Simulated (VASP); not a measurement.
# LaPb3: convergence with the plane-wave cutoff and precision settings

Aim: find what the plane-wave cutoff and precision settings change for LaPb3, and what they cost. The series runs use LDA. The plane-wave cutoff tried: ENCUT = 140; ENCUT = 180; ENCUT = 210; ENCUT = 240; ENCUT = 270; ENCUT = 310; ENCUT = 380; ENCUT = 480. The precision settings tried: PREC = Low; PREC = Medium; PREC = Normal; PREC = Single; PREC = Accurate; LREAL = Auto; ADDGRID = .TRUE.; LASPH = .FALSE.. The start is a cell from a database of measured crystal structures.

Program: VASP 6.6.1. Level of theory: LDA; plane waves and PAW (La, Pb_d). Results are calculated unless marked as measured.

The database entry behind the starting cell is an old determination (1935), so it need not match the best structure at ambient conditions.

## Step 1: Set-up

The structure is cubic, space group Pm-3m (No. 221). The conventional cell has a = 4.893 Å, b = 4.893 Å, c = 4.893 Å, α = 90.00°, β = 90.00°, γ = 90.00°. Nearest to La lie 12 Pb at 3.46 Å. Nearest to Pb lie 4 La at 3.46 Å and 8 Pb at 3.46 Å. Farther neighbours are not listed.

As a file:

```xyz
4
Lattice="4.8930 0.0000 0.0000 0.0000 4.8930 0.0000 0.0000 0.0000 4.8930" Properties=species:S:1:pos:R:3 pbc="T T T"
La    0.0000    0.0000    0.0000
Pb    0.0000    2.4465    2.4465
Pb    2.4465    0.0000    2.4465
Pb    2.4465    2.4465    0.0000
```

## Step 2: Plane-wave cutoff: ENCUT = 140

The basis grows with ENCUT, and energy and stress both move with it. LDA, the lowest rung, knows the local density alone.

INCAR

```
SYSTEM = LaPb3
PREC = Accurate
ENCUT = 140
EDIFF = 1E-06
NELM = 100
ISMEAR = -1
SIGMA = 0.05
LREAL = .FALSE.
ALGO = Normal
GGA = CA
NBANDS = 32
LASPH = .TRUE.
LORBIT = 11
LWAVE = .FALSE.
LCHARG = .FALSE.
KPAR = 4
ISIF = 2
```

POSCAR

```
LaPb3
1.0
    4.8930000000      0.0000000000      0.0000000000
    0.0000000000      4.8930000000      0.0000000000
    0.0000000000      0.0000000000      4.8930000000
La Pb
1 3
Direct
    0.0000000000      0.0000000000      0.0000000000
    0.0000000000      0.5000000000      0.5000000000
    0.5000000000      0.0000000000      0.5000000000
    0.5000000000      0.5000000000      0.0000000000
```

KPOINTS

```
Automatic mesh
0
Gamma
5 5 5
0 0 0
```

PAW data sets: La and Pb_d (PBE family, release 64).

Command:

```
mpirun -np 4 vasp_std
```

The log of the run:

```text
[banner, memory and clock lines left out]
running    4 mpi-ranks, on    1 nodes
 distrk:  each k-point on    1 cores,    4 groups
 distr:  one band on    1 cores,    1 groups

 POSCAR found type information on POSCAR LaPb
 POSCAR found :  2 types and       4 ions
|                                                                             |
|               ----> ADVICE to this user running VASP <----                  |
|                                                                             |
|     You enforced a specific xc type in the INCAR file but a different       |
|     [... a line on the potential file left out ...]
|     I HOPE YOU KNOW WHAT YOU ARE DOING!                                     |
|                                                                             |

 LDA part: xc-table for (Slater(with rela. corr.)+CA(PZ))
 , standard interpolation
 POSCAR, INCAR and KPOINTS ok, starting setup
 FFT: planning ... GRIDC
 FFT: planning ... GRID_SOFT
 FFT: planning ... GRID
 WAVECAR not read
 entering main loop
       N       E                     dE             d eps       ncg     rms          rms(c)
DAV:   1     0.294376829719E+03    0.29438E+03   -0.13017E+04   680   0.583E+02
DAV:   2     0.212477764967E+02   -0.27313E+03   -0.27074E+03   696   0.239E+02
DAV:   3     0.687683219002E+01   -0.14371E+02   -0.14087E+02   832   0.545E+01
DAV:   4     0.651839959026E+01   -0.35843E+00   -0.35818E+00   992   0.731E+00
DAV:   5     0.651380718331E+01   -0.45924E-02   -0.45919E-02   856   0.799E-01    0.141E+01
DAV:   6     0.105759098354E+02    0.40621E+01   -0.83930E+00   776   0.190E+01    0.638E+00
DAV:   7     0.112456660999E+02    0.66976E+00   -0.25382E+00   776   0.119E+01    0.138E+00
DAV:   8     0.112558102761E+02    0.10144E-01   -0.97304E-02   848   0.178E+00    0.414E-01
DAV:   9     0.112563395883E+02    0.52931E-03   -0.72918E-03   800   0.418E-01    0.546E-02
DAV:  10     0.112563179037E+02   -0.21685E-04   -0.42778E-04  1072   0.113E-01    0.127E-02
DAV:  11     0.112563223678E+02    0.44641E-05   -0.50045E-05   960   0.364E-02    0.275E-03
DAV:  12     0.112563224480E+02    0.80200E-07   -0.24263E-06   640   0.943E-03
   1 F= 0.11256322E+02 E0= 0.11260672E+02  d E =-.869970E-02
```

Run time: 2 s. Hardware: 4 MPI ranks of Intel Xeon 6975P-C (Granite Rapids), shared host; peak memory 0.46 GiB; 6.1 s of CPU time.

The logs omit lines about the potential files and the build; timing stands in the text.

Parts of OUTCAR (step 2):

```text
ion  position               nearest neighbor table
   1  0.000  0.000  0.000-   2 3.46   3 3.46   4 3.46   2 3.46   3 3.46   2 3.46   4 3.46   2 3.46
                             3 3.46   4 3.46   3 3.46   4 3.46
   2  0.000  0.500  0.500-   1 3.46   3 3.46   4 3.46   1 3.46   4 3.46   1 3.46   3 3.46   1 3.46
                             3 3.46   4 3.46   4 3.46   3 3.46
   3  0.500  0.000  0.500-   1 3.46   2 3.46   4 3.46   1 3.46   4 3.46   2 3.46   4 3.46   4 3.46
                             1 3.46   2 3.46   1 3.46   2 3.46
   4  0.500  0.500  0.000-   1 3.46   2 3.46   3 3.46   2 3.46   3 3.46   1 3.46   3 3.46   3 3.46
                             1 3.46   2 3.46   2 3.46   1 3.46

  LATTYP: Found a simple cubic cell.
 ALAT       =     4.8930000000

 Subroutine GETGRP returns: Found 48 space group operations
 (whereof 48 operations were pure point group operations)

The static configuration has the point symmetry O_h .

 Found     10 irreducible k-points:

   k-points           NKPTS =     10   k-points in BZ     NKDIM =     10   number of bands    NBANDS=     32

   dimension x,y,z NGX =    20 NGY =   20 NGZ =   20
   dimension x,y,z NGXF=    40 NGYF=   40 NGZF=   40

   ENCUT  =  140.0 eV  10.29 Ry    3.21 a.u.   4.72  4.72  4.72*2*pi/ulx,y,z

   NELECT =      53.0000    total number of electrons

 k-points in reciprocal lattice and weights: Automatic mesh
   0.00000000  0.00000000  0.00000000       0.008
   0.20000000  0.00000000  0.00000000       0.048
   0.40000000  0.00000000  0.00000000       0.048
   0.20000000  0.20000000  0.00000000       0.096
   0.40000000  0.20000000  0.00000000       0.192
   0.40000000  0.40000000  0.00000000       0.096
   0.20000000  0.20000000  0.20000000       0.064
   0.40000000  0.20000000  0.20000000       0.192
   0.40000000  0.40000000  0.20000000       0.192
   0.40000000  0.40000000  0.40000000       0.064

 average (electrostatic) potential at core
       1 -96.7821       2 -92.0189       3 -92.0189       4 -92.0189

 E-fermi :   7.9366

 k-point     1 :       0.0000    0.0000    0.0000
  band No.  band energies     occupation
    ...
     21       0.8961      2.00000
     22       0.8961      2.00000
     23       5.7768      2.00000
     24       5.7768      2.00000
     25       5.7768      2.00000
     26       8.9805      0.00000
     27       8.9805      0.00000
     28       8.9805      0.00000
     29       9.6186      0.00000
     30       9.6194      0.00000
    ...

 k-point     2 :       0.2000    0.0000    0.0000
  band No.  band energies     occupation
    ...
     22       0.9850      2.00000
     23       5.8015      2.00000
     24       5.8015      2.00000
     25       6.2523      2.00000
     26       7.6232      1.99622
     27       8.4890      0.00003
     28       8.4890      0.00003
     29       9.8142      0.00000
     30       9.9110      0.00000
     31      10.2774      0.00000
    ...

 k-point     3 :       0.4000    0.0000    0.0000
  band No.  band energies     occupation
    ...
     22       1.1268      2.00000
     23       5.7692      2.00000
     24       5.7692      2.00000
     25       6.5448      2.00000
     26       7.3839      1.99997
     27       8.2460      0.00411
     28       8.2460      0.00411
     29       9.4483      0.00000
     30       9.9569      0.00000
     31      10.4792      0.00000
    ...

  Total     -295.4129107   -295.4129107   -295.4129107     -0.0000000      0.0000000     -0.0000000
  in kB    -4040.3073805  -4040.3073805  -4040.3073805     -0.0000000      0.0000000     -0.0000000
  external PRESSURE =   -4040.3073805 kB  Pullay stress =       0.0000000 kB

  energy-cutoff  :      140.00
  volume of cell :      117.15
      direct lattice vectors                 reciprocal lattice vectors
     4.893000000  0.000000000  0.000000000     0.204373595  0.000000000  0.000000000
     0.000000000  4.893000000  0.000000000     0.000000000  0.204373595  0.000000000
     0.000000000  0.000000000  4.893000000     0.000000000  0.000000000  0.204373595

 POSITION                                       TOTAL-FORCE (eV/Angst)
 -----------------------------------------------------------------------------------
      0.00000      0.00000      0.00000         0.000000      0.000000      0.000000
      0.00000      2.44650      2.44650         0.000000      0.000000      0.000000
      2.44650      0.00000      2.44650         0.000000      0.000000      0.000000
      2.44650      2.44650      0.00000         0.000000      0.000000      0.000000
 -----------------------------------------------------------------------------------
    total drift:                               -0.000000      0.000000      0.000000

  FREE ENERGIE OF THE ION-ELECTRON SYSTEM (eV)
  ---------------------------------------------------
  free  energy   TOTEN  =        11.2563224480 eV

  energy  without entropy=       11.2650221434  energy(sigma->0) =       11.26067230

 total charge
# of ion       s       p       d       f       tot
--------------------------------------------------
    1        2.033   5.706   0.802   0.116   8.657
    2        1.318   0.941  10.318   0.000  12.577
    3        1.318   0.941  10.318   0.000  12.577
    4        1.318   0.941  10.318   0.000  12.577
--------------------------------------------------
tot          5.988   8.528  31.756   0.116  46.388

[... 3 further parts left out ...]
```

This run has no spin polarisation. Its electron count is odd, so without a moment it is a metal by construction. The k-mesh is coarse for a metal. The PAW data sets were made with PBE, though LDA sets exist; this is a small mismatch.

Numbers from this step:

| Item | Value |
| --- | --- |
| SCF cycles | 12 |
| electrons | 53 |
| bands | 32 |
| irreducible k-points | 10 |
| symmetry operations | 48 |
| free energy (TOTEN) | 11.26 eV |
| energy at zero smearing | 11.26 eV |
| Fermi energy | 7.937 eV |
| pressure | -404.0 GPa |
| metallic | yes |

The series starts at 2.8152 eV an atom and -404.03 GPa, after 12 cycles in 2 s.

## Step 3: Plane-wave cutoff: ENCUT = 180

INCAR: that of step 2 with these lines changed.

```diff
@@ -2,3 +2,3 @@
 PREC = Accurate
-ENCUT = 140
+ENCUT = 180
 EDIFF = 1E-06
```

POSCAR is that of step 2.

KPOINTS is that of step 2.

Command:

```
mpirun -np 4 vasp_std
```

The log of the run:

```text
[banner, memory and clock lines left out]
running    4 mpi-ranks, on    1 nodes
[...]
[... a notice as in an earlier step ...]

 LDA part: xc-table for (Slater(with rela. corr.)+CA(PZ))
 , standard interpolation
 POSCAR, INCAR and KPOINTS ok, starting setup
[...]
entering main loop
       N       E                     dE             d eps       ncg     rms          rms(c)
DAV:   1     0.391360902370E+03    0.39136E+03   -0.13897E+04   640   0.829E+02
DAV:   2     0.163640771472E+02   -0.37500E+03   -0.37058E+03   672   0.318E+02
DAV:   3    -0.179694240313E+02   -0.34334E+02   -0.33916E+02   776   0.105E+02
DAV:   4    -0.194124077262E+02   -0.14430E+01   -0.13844E+01  1024   0.187E+01
[...]
DAV:  11    -0.187701557709E+02   -0.23612E-05   -0.95513E-05   992   0.539E-02    0.794E-03
DAV:  12    -0.187701532409E+02    0.25299E-05   -0.13177E-05   872   0.288E-02    0.374E-03
DAV:  13    -0.187701530862E+02    0.15473E-06   -0.27475E-06   648   0.980E-03
   1 F= -.18770153E+02 E0= -.18765020E+02  d E =-.102671E-01
```

Elapsed: 2.4 s, on 4 MPI ranks; peak memory 0.48 GiB; 7.7 s of CPU time.

Parts of OUTCAR (step 3):

```text
  Total      -41.8288923    -41.8288923    -41.8288923     -0.0000000      0.0000000      0.0000000
  in kB     -572.0859720   -572.0859720   -572.0859720     -0.0000000      0.0000000      0.0000000
  external PRESSURE =    -572.0859720 kB  Pullay stress =       0.0000000 kB

 POSITION                                       TOTAL-FORCE (eV/Angst)
 -----------------------------------------------------------------------------------
      0.00000      0.00000      0.00000         0.000000      0.000000      0.000000
      0.00000      2.44650      2.44650         0.000000      0.000000      0.000000
      2.44650      0.00000      2.44650         0.000000      0.000000      0.000000
      2.44650      2.44650      0.00000         0.000000      0.000000      0.000000
 -----------------------------------------------------------------------------------
    total drift:                                0.000000     -0.000000     -0.000000

  FREE ENERGIE OF THE ION-ELECTRON SYSTEM (eV)
  ---------------------------------------------------
  free  energy   TOTEN  =       -18.7701530862 eV

  energy  without entropy=      -18.7598859939  energy(sigma->0) =      -18.76501954

[... 1 part as in an earlier step ...]

[... 2 further parts left out ...]
[key lines of the parts left out:]
E-fermi :   7.8989
```

Against the run before the energy moves by -7506.42 meV an atom and the pressure by +346.82 GPa, after 13 cycles in 2.4 s.

## Step 4: Plane-wave cutoff: ENCUT = 210

INCAR: that of step 3 with these lines changed.

```diff
@@ -2,3 +2,3 @@
 PREC = Accurate
-ENCUT = 180
+ENCUT = 210
 EDIFF = 1E-06
```

POSCAR is that of step 3.

KPOINTS is that of step 3.

Command:

```
mpirun -np 4 vasp_std
```

The log of the run:

```text
[... set-up lines as in an earlier step ...]
 entering main loop
       N       E                     dE             d eps       ncg     rms          rms(c)
DAV:   1     0.455191387393E+03    0.45519E+03   -0.14527E+04   640   0.103E+03
DAV:   2     0.347979223590E+02   -0.42039E+03   -0.41444E+03   648   0.359E+02
DAV:   3    -0.183857088669E+02   -0.53184E+02   -0.52649E+02   792   0.144E+02
DAV:   4    -0.208047029897E+02   -0.24190E+01   -0.24143E+01  1032   0.309E+01
[...]
DAV:  11    -0.204267325712E+02    0.28606E-05   -0.15083E-04  1128   0.800E-02    0.864E-03
DAV:  12    -0.204267309034E+02    0.16678E-05   -0.21434E-05   888   0.449E-02    0.301E-03
DAV:  13    -0.204267309707E+02   -0.67276E-07   -0.21680E-06   624   0.125E-02
   1 F= -.20426731E+02 E0= -.20421578E+02  d E =-.103062E-01
```

Wall time 2.4 s (4 MPI ranks); peak memory 0.5 GiB; 7.6 s of CPU time.

OUTCAR, selected parts (step 4):

```text
  Total       -8.4535121     -8.4535121     -8.4535121      0.0000000     -0.0000000     -0.0000000
  in kB     -115.6171116   -115.6171116   -115.6171116      0.0000000     -0.0000000     -0.0000000
  external PRESSURE =    -115.6171116 kB  Pullay stress =       0.0000000 kB

  FREE ENERGIE OF THE ION-ELECTRON SYSTEM (eV)
  ---------------------------------------------------
  free  energy   TOTEN  =       -20.4267309707 eV

  energy  without entropy=      -20.4164247652  energy(sigma->0) =      -20.42157787

[... 2 parts as in an earlier step ...]

[... 2 further parts left out ...]
[key lines of the parts left out:]
E-fermi :   7.8959
```

Against the run before the energy moves by -414.14 meV an atom and the pressure by +45.65 GPa, after 13 cycles in 2.4 s.

## Step 5: Plane-wave cutoff: ENCUT = 240

INCAR: that of step 4 with these lines changed.

```diff
@@ -2,3 +2,3 @@
 PREC = Accurate
-ENCUT = 210
+ENCUT = 240
 EDIFF = 1E-06
```

POSCAR is that of step 4.

KPOINTS is that of step 4.

Command:

```
mpirun -np 4 vasp_std
```

The log of the run:

```text
[... set-up lines as in an earlier step ...]
 entering main loop
       N       E                     dE             d eps       ncg     rms          rms(c)
DAV:   1     0.507422984956E+03    0.50742E+03   -0.14881E+04   640   0.123E+03
DAV:   2     0.508739718705E+02   -0.45655E+03   -0.44936E+03   640   0.389E+02
DAV:   3    -0.171910982201E+02   -0.68065E+02   -0.67434E+02   792   0.177E+02
DAV:   4    -0.208299214699E+02   -0.36388E+01   -0.35733E+01  1040   0.429E+01
[...]
DAV:  11    -0.205400986850E+02    0.91449E-05   -0.16564E-04  1168   0.956E-02    0.751E-03
DAV:  12    -0.205400980449E+02    0.64011E-06   -0.23076E-05   904   0.499E-02    0.221E-03
DAV:  13    -0.205400982139E+02   -0.16894E-06   -0.16482E-06   584   0.156E-02
   1 F= -.20540098E+02 E0= -.20534936E+02  d E =-.103241E-01
```

Wall time 3.6 s (4 MPI ranks); peak memory 0.54 GiB; 12 s of CPU time.

OUTCAR, selected parts (step 5):

```text
  Total       -1.9041483     -1.9041483     -1.9041483      0.0000000     -0.0000000      0.0000000
  in kB      -26.0426817    -26.0426817    -26.0426817      0.0000000     -0.0000000      0.0000000
  external PRESSURE =     -26.0426817 kB  Pullay stress =       0.0000000 kB

 POSITION                                       TOTAL-FORCE (eV/Angst)
 -----------------------------------------------------------------------------------
      0.00000      0.00000      0.00000         0.000000      0.000000      0.000000
      0.00000      2.44650      2.44650         0.000000      0.000000      0.000000
      2.44650      0.00000      2.44650         0.000000      0.000000      0.000000
      2.44650      2.44650      0.00000         0.000000      0.000000      0.000000
 -----------------------------------------------------------------------------------
    total drift:                                0.000000      0.000000      0.000000

  FREE ENERGIE OF THE ION-ELECTRON SYSTEM (eV)
  ---------------------------------------------------
  free  energy   TOTEN  =       -20.5400982139 eV

  energy  without entropy=      -20.5297741574  energy(sigma->0) =      -20.53493619

[... 1 part as in an earlier step ...]

[... 2 further parts left out ...]
[key lines of the parts left out:]
E-fermi :   7.8947
```

Against the run before the energy moves by -28.34 meV an atom and the pressure by +8.96 GPa, after 13 cycles in 3.6 s.

## Step 6: Plane-wave cutoff: ENCUT = 270

INCAR: that of step 5 with these lines changed.

```diff
@@ -2,3 +2,3 @@
 PREC = Accurate
-ENCUT = 240
+ENCUT = 270
 EDIFF = 1E-06
```

POSCAR is that of step 5.

KPOINTS is that of step 5.

Command:

```
mpirun -np 4 vasp_std
```

The log of the run:

```text
[... set-up lines as in an earlier step ...]
 entering main loop
       N       E                     dE             d eps       ncg     rms          rms(c)
DAV:   1     0.534613725068E+03    0.53461E+03   -0.15937E+04   648   0.142E+03
DAV:   2     0.612353700510E+02   -0.47338E+03   -0.46590E+03   640   0.404E+02
DAV:   3    -0.153214078609E+02   -0.76557E+02   -0.75397E+02   776   0.197E+02
DAV:   4    -0.207283791216E+02   -0.54070E+01   -0.51140E+01  1072   0.546E+01
[...]
DAV:  11    -0.205380022529E+02    0.10135E-04   -0.27101E-04  1152   0.131E-01    0.101E-02
DAV:  12    -0.205380004584E+02    0.17945E-05   -0.32037E-05   920   0.602E-02    0.357E-03
DAV:  13    -0.205380007082E+02   -0.24988E-06   -0.48228E-06   728   0.186E-02
   1 F= -.20538001E+02 E0= -.20532840E+02  d E =-.103224E-01
```

Elapsed: 3.6 s, on 4 MPI ranks; peak memory 0.56 GiB.

From OUTCAR (step 6):

```text
  Total       -1.5130113     -1.5130113     -1.5130113     -0.0000000      0.0000000      0.0000000
  in kB      -20.6931732    -20.6931732    -20.6931732     -0.0000000      0.0000000      0.0000000
  external PRESSURE =     -20.6931732 kB  Pullay stress =       0.0000000 kB

  FREE ENERGIE OF THE ION-ELECTRON SYSTEM (eV)
  ---------------------------------------------------
  free  energy   TOTEN  =       -20.5380007082 eV

  energy  without entropy=      -20.5276783074  energy(sigma->0) =      -20.53283951

[... 2 parts as in an earlier step ...]

[... 2 further parts left out ...]
[key lines of the parts left out:]
E-fermi :   7.8945
```

Against the run before the energy moves by +0.52 meV an atom and the pressure by +0.53 GPa, after 13 cycles in 3.6 s.

(Continued in part 2 of 3.)

[Lines on the potential files, build, host, timing and source positions are cut from VASP's logs without a mark.]

[Logs are printed without paths, hosts, clocks, repeated set-up lines and the standing remarks that a program may print on its own settings, such as how far it seeks lower states.]

[Hosts, paths, dates, database ids (printed as entryN), source tags and the programs' standing remarks are cut or masked in the printed files.]

[A measured line is paired with the nearest computed mode of its activity, which favours agreement.]

[In band tables of VASP the shares of atoms and orbitals are scaled to a sum of 1 inside the atoms' spheres.]
